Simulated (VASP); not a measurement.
Set up this calculation in VASP 6.6.1, as the native input.

| Property | Result |
| --- | --- |
| Task | single point |
| Functional | LDA |
| Potentials or basis | VASP PAW LDA potentials, release 64 (Re, S) |
| Cutoff | 520 eV |
| k mesh | 4 × 4 × 1 |
| Occupations | gaussian, width 0.01 eV |
| Spin | no spin polarisation |
| Dipole correction | no |
| Further INCAR settings | LREAL = Auto; ALGO = Fast; EDIFF = 1e-06; NBANDS = 94 |

The structure of ReS2 lies in POSCAR:

```
ReS2
1.0
    6.2948590681     -0.0069021581      0.0000000000
    3.0851120078      5.6056538369      0.0000000000
    0.0000000000      0.0000000000     23.0000000000
Re S
8 16
Direct
    0.2748650285      0.1452455907      0.3672634521
    0.3975672850      0.5197438525      0.3717582367
    0.8481434973      0.1181740563      0.3688761021
    0.8240950867      0.5469266539      0.3701434734
    0.6358669708      0.9453841003      0.6282417647
    0.7585692703      1.3198821681      0.6327365021
    1.2093392321      0.9182011390      0.6298565030
    1.1852907991      1.3469538390      0.6311239414
    1.0198586225      0.7366019935      0.3185257295
    0.4811946044      0.7682393452      0.3112698113
    0.1912115304      0.8966167295      0.4276185299
    0.1516346581      0.4390288469      0.4372371191
    0.6525008303      0.9283892891      0.4205552281
    0.9810594536      0.2743884478      0.2941546346
    0.6909916074      0.3908267718      0.4449066669
    0.5204505933      0.2269638403      0.3018391400
    1.3809333934      1.5367384851      0.5794447734
    0.8422227558      1.5685111067      0.5723814734
    0.5522395417      1.6968883768      0.6887301170
    0.5129839558      1.2381642768      0.6981608626
    1.0135755747      1.7285259376      0.6814744187
    1.3424426339      1.0743012330      0.5550933355
    1.0523748354      1.1907392579      0.7058453424
    0.8817996221      1.0260988939      0.5627628418
```

The cell was built by a generator and needn't be a form met in nature.

The input as run:

INCAR

```
PREC = Accurate
ENCUT = 520
EDIFF = 1E-6
ISMEAR = 0
SIGMA = 0.01
LREAL = Auto
LASPH = True
NELM = 100
ALGO = Fast
ISIF = 2
LWAVE = False
LCHARG = False
NBANDS = 94
```

KPOINTS

```
Automatic mesh
0
Gamma
  4 4 1
```

Potentials or basis: VASP PAW LDA potentials, release 64 (Re, S).

Command:

```sh
$ cat potpaw_LDA.64/Re/POTCAR potpaw_LDA.64/S/POTCAR > POTCAR
$ mpirun -np 1 vasp_std > vasp.out
```

Results of the run:

```
Largest force          : 0.167 eV/Å
Band gap on the k mesh : 1.33 eV, direct
```

Caveat: spin-orbit coupling is left out, which moves the levels of the heavy elements.

Wall time 19 min on 1 thread of Intel(R) Xeon(R) 6975P-C (Granite Rapids), with other jobs on the host, peak memory 0.87 GiB.
